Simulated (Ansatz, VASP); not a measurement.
**CuI (Marshite) in two plane-wave programs**

One calculation is typed for both programs; each brings its own data sets. How far apart do they land? The cell is taken from a series of runs on this material, whose earlier steps may have relaxed, scaled, displaced or heated it; both programs get it as it stands.

Main program and level: Ansatz 0.2.0; plane waves, with VASP 6.6.1 beside it; relaxation of cell and atoms at RPBE.

### Step 1. The starting structure

The structure is cubic, space group F-43m (No. 216). The conventional cell has a = 6.193 Å, b = 6.193 Å, c = 6.193 Å, α = 90.00°, β = 90.00°, γ = 90.00°. Nearest to Cu lie 4 I at 2.68 Å. Nearest to I lie 4 Cu at 2.68 Å. Farther neighbours and most contacts between anions are not listed.

### Step 2. VASP: relaxation of cell and atoms, RPBE

The relaxed volume is the usual yardstick between codes: in a stiff, nearly cubic crystal its relative difference is about their pressure difference at one cell divided by the bulk modulus.

Lines of VASP's logs that name or quote its potential files are left out, and so is its time.

INCAR

```
SYSTEM = CuI
PREC = Accurate
ENCUT = 600
EDIFF = 1E-07
NELM = 120
ISMEAR = 0
SIGMA = 0.01
LREAL = .FALSE.
ALGO = Normal
GGA = RP
NBANDS = 15
LASPH = .TRUE.
LORBIT = 11
LWAVE = .FALSE.
LCHARG = .FALSE.
ISIF = 3
IBRION = 2
NSW = 80
EDIFFG = -0.005
GGA_COMPAT = .FALSE.
NELMIN = 4
EFERMI = MIDGAP
```

POSCAR

```
CuI
1.0
    0.0000000000      3.0966240000      3.0966240000
    3.0966240000      0.0000000000      3.0966240000
    3.0966240000      3.0966240000      0.0000000000
Cu I
1 1
Direct
    0.2500000000      0.2500000000      0.2500000000
    0.0000000000      0.0000000000      0.0000000000
```

KPOINTS

```
Automatic mesh
0
Gamma
8 8 8
0 0 0
```

PAW data sets: Cu and I (PBE family, release 64).

Launch:

```sh
$ mpirun -np 1 vasp_std
```

Numbers of over 12 decimals in the logs are rounded to 6 here.

The log of the run:

```text
[banner, memory and clock lines left out]
running    1 mpi-ranks, on    1 nodes
 distrk:  each k-point on    1 cores,    1 groups
 distr:  one band on    1 cores,    1 groups

 POSCAR found type information on POSCAR CuI
 POSCAR found :  2 types and       2 ions
|                                                                             |
|               ----> ADVICE to this user running VASP <----                  |
|                                                                             |
|     You enforced a specific xc type in the INCAR file but a different       |
|     [... a line on the potential file left out ...]
|     I HOPE YOU KNOW WHAT YOU ARE DOING!                                     |
|                                                                             |

 LDA part: xc-table for (Slater+PW92), standard interpolation
 POSCAR, INCAR and KPOINTS ok, starting setup
 FFT: planning ... GRIDC
 FFT: planning ... GRID_SOFT
 FFT: planning ... GRID
 WAVECAR not read
 entering main loop
       N       E                     dE             d eps       ncg     rms          rms(c)
DAV:   1     0.100274409948E+03    0.10027E+03   -0.82076E+03   870   0.140E+03
DAV:   2     0.193980239754E+01   -0.98335E+02   -0.90233E+02   912   0.252E+02
DAV:   3    -0.478293682872E+01   -0.67227E+01   -0.66037E+01  1192   0.687E+01
DAV:   4    -0.499187191266E+01   -0.20894E+00   -0.20883E+00  1033   0.111E+01
DAV:   5    -0.500278832258E+01   -0.10916E-01   -0.10916E-01  1369   0.292E+00    0.452E+00
DAV:   6    -0.494413236972E+01    0.58656E-01   -0.18422E+00   940   0.371E+01    0.294E+00
DAV:   7    -0.485976469938E+01    0.84368E-01   -0.45668E-01   961   0.217E+01    0.162E+00
DAV:   8    -0.486358960300E+01   -0.38249E-02   -0.25593E-02  1358   0.167E+00    0.344E-01
DAV:   9    -0.486282343697E+01    0.76617E-03   -0.67233E-03  1143   0.243E+00    0.753E-02
DAV:  10    -0.486324980860E+01   -0.42637E-03   -0.76204E-04  1061   0.271E-01    0.178E-02
DAV:  11    -0.486330908658E+01   -0.59278E-04   -0.92772E-05  1201   0.132E-01    0.128E-02
DAV:  12    -0.486331770346E+01   -0.86169E-05   -0.25562E-05   997   0.703E-02    0.437E-03
DAV:  13    -0.486331899909E+01   -0.12956E-05   -0.77572E-07  1363   0.132E-02    0.277E-03
DAV:  14    -0.486331912369E+01   -0.12460E-06   -0.48805E-07  1017   0.681E-03    0.453E-04
DAV:  15    -0.486331915094E+01   -0.27248E-07   -0.52063E-08   855   0.429E-03
   1 F= -.48633192E+01 E0= -.48633192E+01  d E =-.486332E+01
 curvature:   0.00 expect dE= 0.000E+00 dE for cont linesearch  0.000E+00
 trial: gam= 0.00000 g(F)=  0.125E-46 g(S)=  0.170E-04 ort = 0.000E+00 (trialstep = 0.100E+01)
 search vector abs. value=  0.170E-04
 bond charge predicted
       N       E                     dE             d eps       ncg     rms          rms(c)
DAV:   1    -0.486366585900E+01   -0.34674E-03   -0.51950E-03   884   0.164E+00    0.143E-01
DAV:   2    -0.486345374390E+01    0.21212E-03   -0.28687E-03   884   0.159E+00    0.558E-02
DAV:   3    -0.486333984480E+01    0.11390E-03   -0.53860E-04   884   0.741E-01    0.247E-02
DAV:   4    -0.486332924898E+01    0.10596E-04   -0.36218E-05  1038   0.518E-02    0.846E-03
DAV:   5    -0.486332859867E+01    0.65032E-06   -0.13914E-06  1347   0.263E-02    0.689E-03
DAV:   6    -0.486332833241E+01    0.26626E-06   -0.31066E-07  1229   0.685E-03    0.226E-03
DAV:   7    -0.486332833059E+01    0.18149E-08   -0.74075E-08   724   0.816E-03
   2 F= -.48633283E+01 E0= -.48633283E+01  d E =-.917965E-05
 trial-energy change:   -0.000009  1 .order   -0.000010   -0.000017   -0.000003
 step:   1.2517(harm=  1.2517)  dis= 0.00000  next Energy=    -4.863330 (dE=-0.106E-04)
 reached required accuracy - stopping structural energy minimisation
```

OUTCAR, selected parts (step 2):

```text
ion  position               nearest neighbor table
   1  0.250  0.250  0.250-   2 2.68   2 2.68   2 2.68   2 2.68
   2  0.000  0.000  0.000-   1 2.68   1 2.68   1 2.68   1 2.68

  LATTYP: Found a face centered cubic cell.
 ALAT       =     6.1932480000

 Subroutine GETGRP returns: Found 24 space group operations
 (whereof 24 operations were pure point group operations)

The static configuration has the point symmetry T_d .

 Found     29 irreducible k-points:

   k-points           NKPTS =     29   k-points in BZ     NKDIM =     29   number of bands    NBANDS=     15

   dimension x,y,z NGX =    36 NGY =   36 NGZ =   36
   dimension x,y,z NGXF=    72 NGYF=   72 NGZF=   72

   ENCUT  =  600.0 eV  44.10 Ry    6.64 a.u.   8.75  8.75  8.75*2*pi/ulx,y,z

   NELECT =      18.0000    total number of electrons

 k-points in reciprocal lattice and weights: Automatic mesh
   0.00000000  0.00000000  0.00000000       0.002
   0.12500000  0.00000000  0.00000000       0.016
   0.25000000  0.00000000  0.00000000       0.016
   0.37500000  0.00000000  0.00000000       0.016
   0.50000000  0.00000000  0.00000000       0.008
   0.12500000  0.12500000  0.00000000       0.012
   0.25000000  0.12500000  0.00000000       0.047
   0.37500000  0.12500000  0.00000000       0.047
   0.50000000  0.12500000  0.00000000       0.047
[...]
-0.37500000  0.50000000  0.12500000       0.023
  -0.25000000  0.50000000  0.25000000       0.012

 average (electrostatic) potential at core
       1 -66.3151       2 -92.8035

 E-fermi :   4.4664

 k-point     1 :       0.0000    0.0000    0.0000
  band No.  band energies     occupation
    ...
      5       2.3345      2.00000
      6       2.3345      2.00000
      7       3.9081      2.00000
      8       3.9081      2.00000
      9       3.9081      2.00000
     10       5.0247      0.00000
     11       8.8657      0.00000
     12       8.8657      0.00000
     13       8.8657      0.00000
     14      12.2083      0.00000
    ...

 k-point     2 :       0.1250    0.0000    0.0000
  band No.  band energies     occupation
    ...
      5       2.3295      2.00000
      6       2.3295      2.00000
      7       3.3850      2.00000
      8       3.8115      2.00000
      9       3.8115      2.00000
     10       5.6662      0.00000
     11       8.7752      0.00000
     12       9.0628      0.00000
     13       9.0628      0.00000
     14      12.7880      0.00000
    ...

 k-point     3 :       0.2500    0.0000    0.0000
  band No.  band energies     occupation
    ...
      5       2.3277      2.00000
      6       2.3277      2.00000
      7       2.8321      2.00000
      8       3.5957      2.00000
      9       3.5957      2.00000
     10       6.1521      0.00000
     11       9.3614      0.00000
     12       9.3780      0.00000
     13       9.3780      0.00000
     14      12.6043      0.00000
    ...

  Total        0.0030797      0.0030797      0.0030797      0.0000000      0.0000000     -0.0000000
  in kB        0.0829921      0.0829921      0.0829921      0.0000000      0.0000000     -0.0000000
  external PRESSURE =       0.0829921 kB  Pullay stress =       0.0000000 kB

  energy-cutoff  :      600.00
  volume of cell :       59.45
      direct lattice vectors                 reciprocal lattice vectors
     0.000000000  3.097767832  3.097767832    -0.161406544  0.161406544  0.161406544
     3.097767832  0.000000000  3.097767832     0.161406544 -0.161406544  0.161406544
     3.097767832  3.097767832 -0.000000000     0.161406544  0.161406544 -0.161406544

 POSITION                                       TOTAL-FORCE (eV/Angst)
 -----------------------------------------------------------------------------------
      1.54888      1.54888      1.54888         0.000000      0.000000      0.000000
      6.19554      6.19554      6.19554        -0.000000     -0.000000     -0.000000
 -----------------------------------------------------------------------------------
    total drift:                               -0.000000     -0.000000     -0.000000

  FREE ENERGIE OF THE ION-ELECTRON SYSTEM (eV)
  ---------------------------------------------------
  free  energy   TOTEN  =        -4.8633283306 eV

  energy  without entropy=       -4.8633283306  energy(sigma->0) =       -4.86332833

 reached required accuracy - stopping structural energy minimisation

 total charge
# of ion       s       p       d       tot
------------------------------------------
    1        0.300   0.221   9.343   9.865
    2        1.494   2.765   0.045   4.303
--------------------------------------------------
tot          1.794   2.986   9.388  14.168

[... 3 further parts left out ...]
```

### Step 3. Ansatz: relaxation of cell and atoms, RPBE

Ansatz runs on its default PAW (the set named soft_2) files.

The same cell, functional and mesh now go to Ansatz, which takes its cutoff from its data sets.

input.yaml

```yaml
crystal:
  lattice:
    - [0.0, 3.096624261, 3.096624261]
    - [3.096624261, 0.0, 3.096624261]
    - [3.096624261, 3.096624261, 0.0]
  atoms:
    - { symbol: Cu, position: [0.25, 0.25, 0.25] }
    - { symbol: I, position: [0.0, 0.0, 0.0] }
kpoints:
  mp_grid: { grid: [8, 8, 8] }
hamiltonian:
  xc: rpbe
scf:
  occupations: { method: fixed }
output:
  forces: true
  stress: true
  eigenvalues: true
relax:
  adjacent_minimum: "off"
  f_tol: 0.001
  max_steps: 60
  cell: { stress_tol: 0.01 }
```

Launch:

```sh
$ ansatz run input.yaml --threads 4 --pin off --max-ram 8192MiB --backend cpu --events-out ev --progress --plain --runs-dir out
```

The log of the run:

```text
Engine: ansatz 0.2.0, aarch64-unknown-linux-gnu
Pseudopotentials: kind: paw
Pseudopotential: Cu, paw, valence charge 19, recommended cutoff 420 eV (normal), Cu.paw.azcp
Pseudopotential: I, paw, valence charge 17, recommended cutoff 420 eV (normal), I.paw.azcp
Functional definition: RPBE
  parameter kappa = 0.804
  parameter beta = 0.066725
  exchange = rpbe_x(kappa = kappa, mu = beta*pi^2/3)
  correlation = pbe_c(beta = beta)
Crystal: 2 atoms, lattice volume = 59.388 Å³
Basis set: ecut = 420 eV, 1211 PW (Γ), exchange–correlation on 60×60×60 points (8 copies of the dense FFT grid, shifted against one another)
Bands: 22, of which v1, the nominal top of the filled ones, is band 18 counted from 1 (17 counted from 0)
Symmetry: 24 space group operations
Space group: F-43m (ITA 216), of the structure as read, at distance tolerance 3.9e-5 Å
k-points: 29 of 512 (time reversal used)
Non-local potential: Cu, projectors of the file, l = 0: 3, l = 1: 2, l = 2: 3, l = 3: 1
Non-local potential: I, projectors of the file, l = 0: 2, l = 1: 2, l = 2: 2, l = 3: 2
PAW form: soft (Blöchl's): semilocal exchange-correlation on the pseudo side does not see the compensation charge
PAW frozen core: Cu, regenerated for the run's functional, and the local potential with it (the file was generated under x = pbe(κ = 0.804, μ = 0.219515), c = pbe(β = 0.066725))
PAW frozen core: I, regenerated for the run's functional, and the local potential with it (the file was generated under x = pbe(κ = 0.804, μ = 0.219515), c = pbe(β = 0.066725))
PAW one-centre angular grid: Cu, 590 points (default); XC on 64 Gauss nodes
PAW one-centre angular grid: I, 590 points (default); XC on 64 Gauss nodes
Initial density: superposition of atomic densities (neutral atoms: chi_scale 0, normalization atom), corrected by the library's trained network
Initial wavefunctions: pseudopotential atomic-orbital guess
Functional: x = rpbe, c = pbe(β = 0.066725)
SCF iter   1: F=—  HF=-14152.714212 eV  |F-HF|=—  |Δ(HF+E_count)|=         —  Δρ=6.30e-3  dr2=1.34e-2  ethr=1.77e-3  ⟨swp⟩=5.0  Hψ=2608  notcnv=0  defer=51
preconditioner: auto → none  [insulator: Δε(μ)=1.162 eV  Ē_g=8.773 eV  n_scr=14 (ndim 8)  ℏωp=20.4 eV  f_vac=0.196  ε∞_Penn≈6.4]
SCF iter   2: F=—  HF=-14152.718344 eV  |F-HF|=—  |Δ(HF+E_count)|=   4.13e-3  Δρ=8.06e-3  dr2=2.49e-2  ethr=3.71e-5  ⟨swp⟩=2.4  Hψ=1476  notcnv=0  defer=54
SCF iter   3: F=—  HF=-14152.712155 eV  |F-HF|=—  |Δ(HF+E_count)|=   6.19e-3  Δρ=1.14e-3  dr2=4.49e-4  ethr=3.71e-5  ⟨swp⟩=2.1  Hψ=1181  notcnv=0  defer=52
SCF iter   4: F=—  HF=-14152.712194 eV  |F-HF|=—  |Δ(HF+E_count)|=   3.98e-5  Δρ=3.19e-4  dr2=3.35e-5  ethr=1.25e-6  ⟨swp⟩=2.0  Hψ=893  notcnv=0  defer=54
SCF iter   5: F=—  HF=-14152.712195 eV  |F-HF|=—  |Δ(HF+E_count)|=   7.38e-7  Δρ=3.03e-5  dr2=3.76e-7  ethr=9.31e-8  ⟨swp⟩=2.0  Hψ=899  notcnv=0  defer=52
SCF iter   6: F=-14152.712195 eV  HF=-14152.712195 eV  |F-HF|=5.83e-8  |Δ(HF+E_count)|=   1.45e-7  Δρ=9.22e-6  dr2=3.57e-8  ethr=2.78e-10  ⟨swp⟩=8.8  Hψ=3470  notcnv=0
SCF 1 converged in 6 iterations: F = -14152.712195 eV  dr2 = 3.57e-8
  greatest PAW one-centre occupation: 1.000 electrons in one spin orbital (limit 2), on the Cu atom at site 0 (counted from 0), in its partial waves of l = 0
relax step   1: F+E_penalty+E_count = -14152.71219528 eV  Δ(F+E_penalty+E_count) = +0.000e0 eV  max|allowed force component| = 5.782e-17 eV/Å  Δτ_max = 0.0000 Å  P = +0.021 GPa  Ω = 59.388 Å³  (6 SCF iters, dr2 threshold 1.00e-7 eV, accepted)
[...]
relax step   2: F+E_penalty+E_count = -14152.71218697 eV  Δ(F+E_penalty+E_count) = +8.304e-6 eV  max|allowed force component| = 1.041e-17 eV/Å  Δτ_max = 0.0000 Å  P = +0.002 GPa  Ω = 59.424 Å³  energy of the carried Pulay correction = -1.098e-5 eV  (5 SCF iters, dr2 threshold 1.13e-9 eV, accepted)
[...]
relax step   3: F+E_penalty+E_count = -14152.71219466 eV  Δ(F+E_penalty+E_count) = -7.681e-6 eV  max|allowed force component| = 2.197e-17 eV/Å  Δτ_max = 0.0000 Å  P = +0.002 GPa  Ω = 59.424 Å³  stress off target by 2.14e-3 GPa  SCF on the basis re-selected at this cell (its energy is not comparable with the rows above)  (6 SCF iters)
basis re-selected at this cell: Δ(F+E_penalty+E_count) = -7.681e-6 eV, ΔP = -0.000 GPa vs the last step (what re-selecting the basis moved, of the pressure what is left beyond the Pulay correction that the steps carried, after the strain that the cell walked since its last selection, with what the two solves' SCF thresholds leave and, on support functions, any second-order correction that the steps lacked; it is no m [...]
SCF converged after 6 iterations
Free energy (F): -14152.712195 eV
Harris-Foulkes:  -14152.712195 eV  (|F-HF|=3.64e-12)
Internal energy: -14152.712195 eV  (E = F + TS)
E sigma→0 (E₀):  -14152.712195 eV
Fermi energy:    7.403209 eV
--- Per-component energies (eV) ---
  E_band       = -887.472805
  E_kinetic    = 488.348285
  E_local      = -7776.755563  (includes V_loc(G=0)·N_el)
  E_nonlocal   = 314.368986
  E_hartree    = 3610.692347
  E_xc         = -214.907177
  E_vxc        = -239.922249  (∫ρ·V_xc dr)
  E_paw        = -6508.423878  (= ΣΔE_a)
  E_vpaw       = -894.897125  (= ΣTr[D̂ρ^β])
  E_aug_tail   = 0.000211  (compensation charges beyond the density's cutoff)
  E_ewald      = -4065.931891
  E_core_change = -0.103515  (= ΣΔE_core)
  E_smearing   = -0.000000  (= −TS)
  E_closure    = 0.000000  (closes the sum)
  Σ components = -14152.712195   (vs F -14152.712195, Δ=0.00e0)
--- Forces (eV/Å), atoms counted from 1 ---
  atom   1  Cu    -0.00000000    -0.00000000     0.00000000
  atom   2  I      0.00000000    -0.00000000    -0.00000000
  max |Σ_I F_I| component: 1.39e-17 eV/Å
--- Stress (GPa, compression-positive) ---
        0.002138      -0.000000      -0.000000
       -0.000000       0.002138       0.000000
       -0.000000       0.000000       0.002138
  P = ⅓ Tr σ = 0.0021 GPa (0.021 kbar)
--- Band table (eV; the first three rows and the last of 29) ---
  k-point 0: bands = [... 14 lower, 5.8295, 7.4032, 7.4032, 7.4032, 8.5070, 12.3693, 12.3693, 12.3693]
  k-point 1: bands = [... 14 lower, 5.8245, 6.8797, 7.3064, 7.3064, 9.1494, 12.2750, 12.5678, 12.5678]
  k-point 2: bands = [... 14 lower, 5.8228, 6.3276, 7.0902, 7.0902, 9.6350, 12.8584, 12.8856, 12.8856]
  k-point 28: bands = [... 14 lower, 5.8113, 5.9041, 6.0480, 6.3541, 11.6740, 12.1792, 13.4208, 13.9394]
--- Relaxed structure (2 steps of the walk, 2 accepted, 1 SCFs on fresh bases) ---
  F+E_penalty+E_count = -14152.71219466 eV   max|allowed force component| = 2.197e-17 eV/Å   (the final SCF, on the basis selected at the relaxed cell)
  cell:  # Å, volume = 59.4242 Å³
    - [0, 3.097260, 3.097260]
    - [3.097260, 0, 3.097260]
    - [3.097260, 3.097260, 0]
  atoms:
    - { symbol: Cu, position: [0.25, 0.25, 0.25] }
    - { symbol: I, position: [0, 0, 0] }
```

Reading the cycles: dr2 is the Hartree energy of the density residual (eV), the measure of convergence; HF is the Harris–Foulkes estimate of the energy, which meets the free energy F at convergence.

### Step 4. Differences

Known differences besides the potentials themselves: fixed occupations in Ansatz, narrow Gaussian smearing in VASP; the data sets hold 36 valence electrons in Ansatz (on its default PAW (the set named soft_2) files) and 18 in VASP; the cutoff is 420 eV in Ansatz and 600 eV in VASP; Ansatz makes its cores anew for this functional, VASP keeps those of its PBE data sets; Ansatz adds a Pulay correction to the stress that steers its cell, VASP none. Total energies have different zeros and are not compared.

Both answers:

```
                                         quantity  Ansatz   VASP  difference
                                      volume (Å³)   59.42  59.45     -0.05 %
edge a after relaxation, in the typed setting (Å)   4.380  4.381     -0.02 %
```

### Step 5. Results

```json
{
  "difference in volume (relaxation of cell and atoms, RPBE)": "-0.049 %"
}
```

What this shows: The difference in volume is -0.049 % (relaxation of cell and atoms, RPBE), within the 1.2 % picked in this series as the mark of a large difference, as far as the stopping tolerances let one tell. The data sets hold unlike numbers of valence electrons (36 in Ansatz and 18 in VASP), so part of the differences comes from the potentials. 1 further run of this series is not shown here. How closely two codes agree says nothing of how well the functional describes the real material.

[Lines on the potential files, build, host, timing and source positions are cut from VASP's logs without a mark.]

[Logs are printed without paths, hosts, clocks, repeated set-up lines and the standing remarks that a program may print on its own settings, such as how far it seeks lower states.]

[Hosts, paths, dates, database ids (printed as entryN), source tags and the programs' standing remarks are cut or masked in the printed files.]
